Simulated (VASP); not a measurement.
# Co on the Fe site in Fe, part 4 of 4

Wanted: what Co on the Fe site costs in Fe and how the lattice relaxes round it. The start is a cell from a database of measured crystal structures.

VASP 6.6.1, plane waves and PAW; the level of theory is named at each step.

Still holding for the runs below: The magnetic state follows from one typed start and may not be the lowest.

So far. Step 4 (Reference Co): The run ended after 9 ionic steps, 0.054 eV below its first step, once forces and stress met EDIFFG = -0.02. Step 4 (Reference Co): Energy at zero smearing: -34.44608 eV.

The database entry behind the starting cell differs from later determinations by our own check (an axis about 0.7 % long against later determinations), so it need not match the best structure at ambient conditions.

## Step 5: Relaxing the defect

This step: SCAN, spin-polarised from a ferromagnetic start; plane waves and PAW (Co, Fe) (VASP 6.6.1).

System of this step: Fe26Co. The cell holds 27 atoms: 1 Co and 26 Fe. Cell: a = 7.388 Å, b = 7.388 Å, c = 7.388 Å, α = 109.5°, β = 109.5°, γ = 109.5°. It derives from Fe. Nearest the centre at fractional (0.000, 0.000, 0.000): Co1 at 0.00 Å, Fe2 at 2.46 Å, Fe3 at 2.46 Å, Fe4 at 2.46 Å, Fe7 at 2.46 Å, Fe10 at 2.46 Å, Fe14 at 2.46 Å, Fe19 at 2.46 Å.

The host is treated as a metal, since its gap is under 0.3 eV or closed. The run keeps 48 symmetry operations, which cuts the number of k-points but bars distortions that break them. The atoms relax at the host's fixed cell.

File INCAR:

```
SYSTEM = Fe26Co
PREC = Normal
ENCUT = 300
EDIFF = 1E-05
NELM = 120
ISMEAR = 1
SIGMA = 0.2
LREAL = Auto
ALGO = Normal
METAGGA = SCAN
LASPH = .TRUE.
ISPIN = 2
MAGMOM = 2 3 3 3 3 3 3 3 3 3 3 3 3 3 3 3 3 3 3 3 3 3 3 3 3 3 3
LMAXMIX = 4
LORBIT = 11
LWAVE = .FALSE.
LCHARG = .TRUE.
KPAR = 4
IBRION = 2
NSW = 50
ISIF = 2
EDIFFG = -0.03
POTIM = 0.4
MAXMIX = 40
ISYM = 2
```

File POSCAR:

```
Fe26Co
1.0
   -4.2653360262      4.2653360262      4.2653360262
    4.2653360262     -4.2653360262      4.2653360262
    4.2653360262      4.2653360262     -4.2653360262
Co Fe
1 26
Direct
    0.0000000000      0.0000000000      0.0000000000
    0.0000000000      0.0000000000      0.3333333300
    0.0000000000      0.0000000000      0.6666666700
    0.0000000000      0.3333333300      0.0000000000
    0.0000000000      0.3333333300      0.3333333300
    0.0000000000      0.3333333300      0.6666666700
    0.0000000000      0.6666666700      0.0000000000
    0.0000000000      0.6666666700      0.3333333300
    0.0000000000      0.6666666700      0.6666666700
    0.3333333300      0.0000000000      0.0000000000
    0.3333333300      0.0000000000      0.3333333300
    0.3333333300      0.0000000000      0.6666666700
    0.3333333300      0.3333333300      0.0000000000
    0.3333333300      0.3333333300      0.3333333300
    0.3333333300      0.3333333300      0.6666666700
    0.3333333300      0.6666666700      0.0000000000
    0.3333333300      0.6666666700      0.3333333300
    0.3333333300      0.6666666700      0.6666666700
    0.6666666700      0.0000000000      0.0000000000
    0.6666666700      0.0000000000      0.3333333300
    0.6666666700      0.0000000000      0.6666666700
    0.6666666700      0.3333333300      0.0000000000
    0.6666666700      0.3333333300      0.3333333300
    0.6666666700      0.3333333300      0.6666666700
    0.6666666700      0.6666666700      0.0000000000
    0.6666666700      0.6666666700      0.3333333300
    0.6666666700      0.6666666700      0.6666666700
```

File KPOINTS:

```
Automatic mesh
0
Gamma
6 6 6
0 0 0
```

The projector-augmented-wave data sets are Co and Fe (PBE family, release 64).

The run is started by

```bash
$ mpirun -np 4 vasp_std
```

The program printed:

```text
[banner, memory and clock lines left out]
running    4 mpi-ranks, on    1 nodes
 distrk:  each k-point on    1 cores,    4 groups
 distr:  one band on    1 cores,    1 groups

 POSCAR found type information on POSCAR CoFe
 POSCAR found :  2 types and      27 ions
 [... a notice as in an earlier step ...]

 LDA part: xc-table for (None), standard interpolation
 POSCAR, INCAR and KPOINTS ok, starting setup
 FFT: planning ... GRIDC
 FFT: planning ... GRID_SOFT
 FFT: planning ... GRID
 WAVECAR not read
 entering main loop
       N       E                     dE             d eps       ncg     rms          rms(c)
DAV:   1     0.133175185324E+04    0.13318E+04   -0.62164E+04 10880   0.114E+03
DAV:   2    -0.351257935628E+03   -0.16830E+04   -0.15562E+04 10880   0.317E+02
DAV:   3    -0.520412154217E+03   -0.16915E+03   -0.14079E+03 10896   0.130E+02
DAV:   4    -0.526197704863E+03   -0.57856E+01   -0.56693E+01 11940   0.287E+01
DAV:   5    -0.526306657603E+03   -0.10895E+00   -0.10881E+00 15382   0.310E+00    0.644E+01
DAV:   6    -0.491516657410E+03    0.34790E+02   -0.35638E+02 11582   0.987E+01    0.371E+01
DAV:   7    -0.489747905679E+03    0.17688E+01   -0.34641E+01 12042   0.449E+01    0.313E+01
DAV:   8    -0.491707500753E+03   -0.19596E+01   -0.16884E+01 12070   0.523E+01    0.286E+01
DAV:   9    -0.488949310582E+03    0.27582E+01   -0.61046E+00 12478   0.363E+01    0.131E+01
DAV:  10    -0.489558411217E+03   -0.60910E+00   -0.30311E+00 13348   0.256E+01    0.152E+01
DAV:  11    -0.488109385738E+03    0.14490E+01   -0.20546E+00 12958   0.204E+01    0.362E+00
DAV:  12    -0.488237379070E+03   -0.12799E+00   -0.49932E-01 11946   0.458E+00    0.326E+00
DAV:  13    -0.488234173213E+03    0.32059E-02   -0.10235E-01 11902   0.355E+00    0.236E+00
DAV:  14    -0.488233171548E+03    0.10017E-02   -0.57220E-02 12290   0.264E+00    0.137E+00
DAV:  15    -0.488234736556E+03   -0.15650E-02   -0.19672E-02 13008   0.120E+00    0.764E-01
DAV:  16    -0.488236659194E+03   -0.19226E-02   -0.87871E-03 14230   0.685E-01    0.484E-01
DAV:  17    -0.488237369036E+03   -0.70984E-03   -0.40925E-03 13796   0.613E-01    0.273E-01
DAV:  18    -0.488236633878E+03    0.73516E-03   -0.18218E-03 11834   0.286E-01    0.149E-01
DAV:  19    -0.488236781487E+03   -0.14761E-03   -0.37212E-04 13742   0.136E-01    0.923E-02
DAV:  20    -0.488236822194E+03   -0.40707E-04   -0.19110E-04 11584   0.925E-02    0.606E-02
DAV:  21    -0.488236783751E+03    0.38443E-04   -0.41059E-05 11892   0.838E-02    0.238E-02
DAV:  22    -0.488236828814E+03   -0.45063E-04   -0.53122E-05 10934   0.395E-02    0.197E-02
DAV:  23    -0.488236860033E+03   -0.31219E-04   -0.12782E-05  6160   0.209E-02    0.668E-03
DAV:  24    -0.488236874916E+03   -0.14883E-04   -0.15166E-06  5828   0.701E-03    0.482E-03
DAV:  25    -0.488236876698E+03   -0.17821E-05   -0.87029E-07  5792   0.657E-03
   1 F= -.48823688E+03 E0= -.48824336E+03  d E =-.488237E+03  mag=    69.6299
 curvature:   0.00 expect dE= 0.000E+00 dE for cont linesearch  0.000E+00
 trial: gam= 0.00000 g(F)=  0.338E-01 g(S)=  0.000E+00 ort = 0.000E+00 (trialstep = 0.100E+01)
 search vector abs. value=  0.338E-01
 bond charge predicted
       N       E                     dE             d eps       ncg     rms          rms(c)
DAV:   1    -0.488170701505E+03    0.66173E-01   -0.49788E+00 10888   0.480E+00    0.173E+00
DAV:   2    -0.488253838471E+03   -0.83137E-01   -0.18285E-01 12438   0.160E+00    0.791E-01
DAV:   3    -0.488260473669E+03   -0.66352E-02   -0.14069E-02 12856   0.423E-01    0.259E-01
DAV:   4    -0.488260257944E+03    0.21573E-03   -0.14156E-03 12786   0.190E-01    0.213E-01
DAV:   5    -0.488260151102E+03    0.10684E-03   -0.47226E-04 18062   0.250E-01    0.753E-02
DAV:   6    -0.488260144805E+03    0.62975E-05   -0.30128E-04 15246   0.108E-01    0.620E-02
DAV:   7    -0.488260243216E+03   -0.98411E-04   -0.60474E-05 11242   0.459E-02    0.316E-02
DAV:   8    -0.488260257051E+03   -0.13835E-04   -0.75013E-06  5934   0.159E-02    0.184E-02
DAV:   9    -0.488260304655E+03   -0.47604E-04   -0.33999E-06  5842   0.129E-02    0.969E-03
DAV:  10    -0.488260344592E+03   -0.39937E-04   -0.21991E-06  5780   0.810E-03    0.591E-03
DAV:  11    -0.488260340844E+03    0.37490E-05   -0.11537E-06  5756   0.571E-03
   2 F= -.48826034E+03 E0= -.48826663E+03  d E =-.234641E-01  mag=    69.6418
[...]
3 F= -.48826215E+03 E0= -.48826837E+03  d E =-.252741E-01  mag=    69.6468
 curvature:  -0.68 expect dE=-0.406E-03 dE for cont linesearch -0.188E-07
 trial: gam= 0.01676 g(F)=  0.598E-03 g(S)=  0.000E+00 ort = 0.306E-04 (trialstep = 0.107E+01)
 search vector abs. value=  0.608E-03
 bond charge predicted
       N       E                     dE             d eps       ncg     rms          rms(c)
DAV:   1    -0.488260750038E+03    0.14021E-02   -0.10387E-01 10940   0.700E-01    0.256E-01
DAV:   2    -0.488262281008E+03   -0.15310E-02   -0.37816E-03 14806   0.325E-01    0.185E-01
DAV:   3    -0.488262644807E+03   -0.36380E-03   -0.50428E-04 14178   0.159E-01    0.507E-02
DAV:   4    -0.488262765484E+03   -0.12068E-03   -0.40057E-05 11444   0.650E-02    0.510E-02
DAV:   5    -0.488262813301E+03   -0.47817E-04   -0.25280E-05  8674   0.540E-02    0.139E-02
DAV:   6    -0.488262820933E+03   -0.76324E-05   -0.86712E-06  5730   0.217E-02
   4 F= -.48826282E+03 E0= -.48826911E+03  d E =-.670112E-03  mag=    69.6471
 trial-energy change:   -0.000670  1 .order   -0.000419   -0.000639   -0.000200
 step:   1.1706(harm=  1.5556)  dis= 0.00091  next Energy=  -488.262831 (dE=-0.680E-03)
 reached required accuracy - stopping structural energy minimisation
```

Elapsed: 12 min, on 4 MPI ranks of Intel Xeon 6975P-C (Granite Rapids), shared host; peak memory 2.3 GiB; 49 min of CPU time.

Parts of OUTCAR (step 5):

```text
   NELECT =     217.0000    total number of electrons

 E-fermi :   5.7121

 spin component 1
 k-point     1 :       0.0000    0.0000    0.0000
  band No.  band energies     occupation
    ...
    144       4.7961      1.00000
    145       4.7962      1.00000
    146       4.8214      1.00000
    147       4.8322      1.00000
    148       4.8322      1.00000
    149       8.3610     -0.00000
    150       8.3873     -0.00000
    151       8.3873     -0.00000
    152       8.4511     -0.00000
    153       8.4512     -0.00000
    ...

 k-point     2 :       0.1667    0.0000    0.0000
  band No.  band energies     occupation
    ...
    144       5.1576      1.00031
    145       5.2108      1.00113
    146       5.2411      1.00216
    147       5.2523      1.00271
    148       5.2641      1.00341
    149       7.2816     -0.00000
    150       7.2838     -0.00000
    151       8.5184     -0.00000
    152       8.5873     -0.00000
    153       9.8220      0.00000
    ...

  Total       -1.1885235     -1.1885235     -1.1885235     -0.0000000      0.0000000      0.0000000
  in kB       -6.1347744     -6.1347744     -6.1347744     -0.0000000      0.0000000      0.0000000
  external PRESSURE =      -6.1347744 kB  Pullay stress =       0.0000000 kB

 POSITION                                       TOTAL-FORCE (eV/Angst)
 -----------------------------------------------------------------------------------
      0.00000      0.00000     -0.00000        -0.000000      0.000000     -0.000000
      1.41863      1.41863     -1.41863         0.004118      0.004118     -0.004118
      7.11204     -1.41863      1.41863        -0.004118     -0.004118      0.004118
      1.41863     -1.41863      1.41863         0.004118     -0.004118      0.004118
      2.86114      0.00000      0.00000        -0.011520      0.000000     -0.000000
      4.26534      1.41798     -1.41798        -0.000000     -0.012335      0.012335
     -1.41863      1.41863      7.11204        -0.004118      0.004118     -0.004118
      4.26534     -1.41798      1.41798        -0.000000      0.012335     -0.012335
      5.66953      0.00000      0.00000         0.011520      0.000000     -0.000000
     -1.41863      1.41863      1.41863        -0.004118      0.004118      0.004118
      0.00000      2.86114      0.00000        -0.000000     -0.011520     -0.000000
      5.68331      0.00000      2.84736        -0.012335      0.000000      0.012335
      0.00000      0.00000      2.86114        -0.000000      0.000000     -0.011520
      1.41863      1.41863      1.41863         0.004118      0.004118      0.004118
      2.84736      2.84736     -0.00000         0.012335      0.012335     -0.000000
      5.68331      2.84736      0.00000        -0.012335      0.012335     -0.000000
      2.84736     -0.00000      2.84736         0.012335      0.000000      0.012335
      4.26534      1.41798      1.41798         0.000000     -0.012335     -0.012335
      5.68396      2.84671      2.84671         0.004118     -0.004118     -0.004118
     -1.41798      4.26534      1.41798         0.012335      0.000000     -0.012335
      0.00000      5.66953      0.00000        -0.000000      0.011520     -0.000000
     -1.41798      1.41798      4.26534         0.012335     -0.012335     -0.000000
     -0.00000      2.84736      2.84736        -0.000000      0.012335      0.012335
      1.41798      4.26534      1.41798        -0.012335      0.000000     -0.012335
[...]
-----------------------------------------------------------------------------------
    total drift:                               -0.000000     -0.000000      0.000000

  FREE ENERGIE OF THE ION-ELECTRON SYSTEM (eV)
  ---------------------------------------------------
  free  energy   TOTEN  =      -488.2628209332 eV

  energy  without entropy=     -488.2816818047  energy(sigma->0) =     -488.26910789

 magnetization (x)
# of ion       s       p       d       tot
------------------------------------------
    1       -0.028  -0.088   1.909   1.793
    2       -0.016  -0.084   2.767   2.667
    3       -0.016  -0.084   2.767   2.667
    4       -0.016  -0.084   2.767   2.667
    5       -0.017  -0.083   2.699   2.599
    6       -0.018  -0.084   2.716   2.614
    7       -0.016  -0.084   2.767   2.667
    8       -0.018  -0.084   2.716   2.614
    9       -0.017  -0.083   2.699   2.599
   10       -0.016  -0.084   2.767   2.667
   11       -0.017  -0.083   2.699   2.599
   12       -0.018  -0.084   2.716   2.614
   13       -0.017  -0.083   2.699   2.599
   14       -0.016  -0.084   2.767   2.667
   15       -0.018  -0.084   2.716   2.614
   16       -0.018  -0.084   2.716   2.614
   17       -0.018  -0.084   2.716   2.614
   18       -0.018  -0.084   2.716   2.614
   19       -0.016  -0.084   2.767   2.667
   20       -0.018  -0.084   2.716   2.614
   21       -0.017  -0.083   2.699   2.599
   22       -0.018  -0.084   2.716   2.614
   23       -0.018  -0.084   2.716   2.614
[...]
--------------------------------------------------
tot         -0.476  -2.268  72.837  70.094

[... 9 parts as in an earlier step ...]

[... 14 further parts left out ...]
```

Relaxation path:

```tsv
step	energy less that of the first step (eV)	largest force (eV/Å)
1	0.0000	0.3266
2	-0.0235	0.1216
3	-0.0253	0.0371
4	-0.0259	0.0174
```

The atoms that moved most (Å):

```tsv
atom	dx	dy	dz	length
Fe5	0.018	0.000	0.000	0.018
Fe11	0.000	0.018	0.000	0.018
Fe13	0.000	0.000	0.018	0.018
Fe9	-0.018	0.000	0.000	0.018
Fe25	0.000	0.000	-0.018	0.018
Fe21	0.000	-0.018	0.000	0.018
Fe14	-0.003	-0.003	-0.003	0.005
Fe27	0.003	0.003	0.003	0.005
```

Final coordinates:

```
Co Fe
1.0
    -4.26534    4.26534    4.26534
     4.26534   -4.26534    4.26534
     4.26534    4.26534   -4.26534
Co Fe
1 26
Direct
  0.00000 0.00000 0.00000
  0.00000 0.00000 0.33259
  0.00000 0.00000 0.66741
  0.00000 0.33259 0.00000
  0.00000 0.33539 0.33539
  0.00000 0.33378 0.66622
  0.00000 0.66741 0.00000
  0.00000 0.66622 0.33378
  0.00000 0.66461 0.66461
  0.33259 0.00000 0.00000
  0.33539 0.00000 0.33539
  0.33378 0.00000 0.66622
  0.33539 0.33539 0.00000
  0.33259 0.33259 0.33259
  0.33378 0.33378 0.66756
  0.33378 0.66622 0.00000
  0.33378 0.66756 0.33378
  0.33244 0.66622 0.66622
  0.66741 0.00000 0.00000
  0.66622 0.00000 0.33378
  0.66461 0.00000 0.66461
  0.66622 0.33378 0.00000
  0.66756 0.33378 0.33378
  0.66622 0.33244 0.66622
  0.66461 0.66461 0.00000
  0.66622 0.66622 0.33244
  0.66741 0.66741 0.66741
```

Numbers from this step:

* electronic cycles: 46
* electrons: 217
* free energy (TOTEN): -488.2628 eV
* energy at zero smearing: -488.2691 eV
* Fermi energy: 5.712 eV
* moment of the cell, from the last line of the log: 69.65 μB

Spin moment in the PAW sphere by element, in μB:

```tsv
element	atoms	mean	spread (r.m.s.)	least	largest
Co	1	1.79	0.00	1.79	1.79
Fe	26	2.63	0.03	2.60	2.67
```

The atoms nearest the centre:

```tsv
atom	distance (Å)	spin moment in the PAW sphere (μB)
Co1	0.00	1.79
Fe2	2.46	2.67
Fe3	2.46	2.67
Fe4	2.46	2.67
Fe7	2.46	2.67
Fe10	2.46	2.67
Fe14	2.46	2.67
Fe19	2.46	2.67
Fe27	2.46	2.67
Fe25	2.86	2.60
Fe21	2.86	2.60
Fe9	2.86	2.60
Fe13	2.86	2.60
Fe11	2.86	2.60
```

Spin density in the ac plane at fractional y = 0.000, through the centre, with atoms of Co and Fe within 0.45 Å of it.

Ten even steps from '0' (0.0 e/Å³) to '9' (4.0 e/Å³), each cell a mean:
```
410002672000276200014
100001210000121000011
000000000000000000000
000000000000000000000
110000001000000100000
541000254100025310002
951001695100179500016
720002672000277200027
100001210000121000012
000000000000000000000
000000000000000000000
110000011000001100000
541000254100025410002
951001695100179500017
720002662000266200026
200001210000121000012
000000000000000000000
000000000000000000000
000000011000001100000
330000254100025410001
630002795100179510014
```
Columns run along a (7.4 Å), rows up along c (7.4 Å). Atoms in or near the plane, at fractional coordinates: Co at (0.00, 0.00), Fe at (0.00, 0.33), Fe at (0.00, 0.67), Fe at (0.33, 0.00), Fe at (0.34, 0.34), Fe at (0.33, 0.67), Fe at (0.67, 0.00), Fe at (0.67, 0.33), Fe at (0.66, 0.66).

Valence density in the ac plane at fractional y = 0.000, through the centre, with atoms of Co and Fe within 0.45 Å of it. It is the smooth field of the valence electrons, not physical close to the nuclei.

Ten even steps from '0' (0.2 e/Å³) to '9' (8.5 e/Å³), each cell a mean:
```
730002562000266200026
200000210000021000012
000000000000000000000
000000000000000000000
100000000000000000000
530000243000024300002
841001684000168400016
620002662000266200026
100000210000121000002
000000000000000000000
000000000000000000000
000000010000000000000
430000243000024300002
841001684100168400016
620002562000266200025
100000210000021000002
000000000000000000000
000000000000000000000
110000010000001000000
531000243000024300003
951001684000168510027
```
Columns run along a (7.4 Å), rows up along c (7.4 Å). Atoms in or near the plane, at fractional coordinates: Co at (0.00, 0.00), Fe at (0.00, 0.33), Fe at (0.00, 0.67), Fe at (0.33, 0.00), Fe at (0.34, 0.34), Fe at (0.33, 0.67), Fe at (0.67, 0.00), Fe at (0.67, 0.33), Fe at (0.66, 0.66).

The run ended after 4 ionic steps, 0.026 eV below its first step, once the forces on the free atoms met EDIFFG = -0.03.

The 8 first neighbours (Fe) lie 2.46 Å from the site in the perfect crystal and 2.46 Å on average from the atom on it after the relaxation (-0.2 %).

## Step 6: Putting the energies together

This step: point defect, SCAN; plane waves and PAW (VASP 6.6.1).

This step runs nothing: it gathers the runs above.

Numbers from this step:

- formation energy of the neutral defect: -0.6257 eV

Formation energy:

```tsv
formation energy (eV)	largest move (Å)
-0.6257	0.01758
```

E_f is E(defect cell) less E(perfect cell), corrected for the atoms exchanged with their references.

References, in eV an atom: Co -17.223 (crystal P6_3/mmc) and Fe -18.093 (the host). They were run at the supercell's cutoff and functional, without U, and count both elements from their own phases.

## Step 7: Outcome

- formation energy at charge 0: -0.626 eV

Co on the Fe site costs -0.63 eV, with every exchanged atom at the energy of its element. The 8 first neighbours (Fe) lie 2.46 Å from the site in the perfect crystal and 2.46 Å on average from the atom on it after the relaxation (-0.2 %). The neutral formation energy is negative against the pure elements. These references then lie outside the range where the host is stable, or the host takes the defect up of itself. With metallic smearing the value can move by tenths of an eV with the k mesh. The supercell of 27 atoms is small, so interactions between images remain.

[Lines on the potential files, build, host, timing and source positions are cut from VASP's logs without a mark.]

[Logs are printed without paths, hosts, clocks, repeated set-up lines and the standing remarks that a program may print on its own settings, such as how far it seeks lower states.]

[Hosts, paths, dates, database ids (printed as entryN), source tags and the programs' standing remarks are cut or masked in the printed files.]

[In band tables of VASP the shares of atoms and orbitals are scaled to a sum of 1 inside the atoms' spheres.]

[Runs that stopped without an error message from VASP are left out.]
